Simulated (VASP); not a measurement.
A run of VASP 6.6.1 is set up as follows.

Contents of INCAR:

```
PREC     = Accurate       # precision mode
ENCUT    = 600            # plane-wave cutoff, eV
EDIFF    = 1E-6           # SCF threshold, eV
ISMEAR   = -1             # smearing method
SIGMA    = 0.05           # smearing width, eV
LREAL    = F              # projectors in reciprocal space
LASPH    = T              # aspherical terms in the spheres
NELM     = 60             # most SCF steps
ALGO     = Normal         # electronic algorithm
ISIF     = 3              # what is computed and relaxed
LWAVE    = F              # write WAVECAR
LCHARG   = F              # write CHGCAR
GGA      = PE             # functional
IBRION   = 2              # ionic algorithm
NSW      = 60             # ionic steps
EDIFFG   = -0.02          # ionic threshold
PSTRESS  = 0
```

The input KPOINTS:

```
Automatic mesh
0
Gamma
  6 6 6
```

The input POSCAR:

```
RbGeN
1.0
   -2.5348500000      2.5348500000      6.3817200000
    2.5348500000     -2.5348500000      6.3817200000
    2.5348500000      2.5348500000     -6.3817200000
Rb Ge N
2 2 2
Direct
    0.5503900000      0.5503900000      0.0000000000
    0.3003900000      0.8003900000      0.5000000000
    0.0299400000      0.0299400000      0.0000000000
    0.7799400000      0.2799400000      0.5000000000
    0.1655800000      0.1655800000      0.0000000000
    0.9155800000      0.4155800000      0.5000000000
```

Potentials or basis: VASP PAW PBE potentials, release 64 (Rb_sv, Ge_d, N).

Run with:

```sh
$ cat potpaw_PBE.64/Rb_sv/POTCAR potpaw_PBE.64/Ge_d/POTCAR potpaw_PBE.64/N/POTCAR > POTCAR
$ mpirun -np 1 vasp_std > vasp.out
```

Q: Estimate the band gap on the k mesh.

A: 1.47 eV, indirect (least direct gap 1.62 eV).

Q: Predict the relaxed volume.

A: 27.31 Å³/atom.

Q: What does it give for the space group after relaxing (to 0.05 Å)?

A: I4_1md (No. 109).

Final structure:
```xyz
6
Lattice="-2.5347 2.5347 6.3765 2.5347 -2.5347 6.3765 2.5347 2.5347 -6.3765" Properties=species:S:1:pos:R:3 pbc="T T T"
Rb    0.0000    0.0000    7.0191
Rb    2.5347    0.0000    3.8309
Ge    0.0000    0.0000    0.3831
Ge    0.0000    2.5347    3.5713
N     0.0000    0.0000    2.1103
N     0.0000    2.5347    5.2986
```

A k mesh can miss the band edges. As with any semilocal functional, this PBE gap is likely too small.
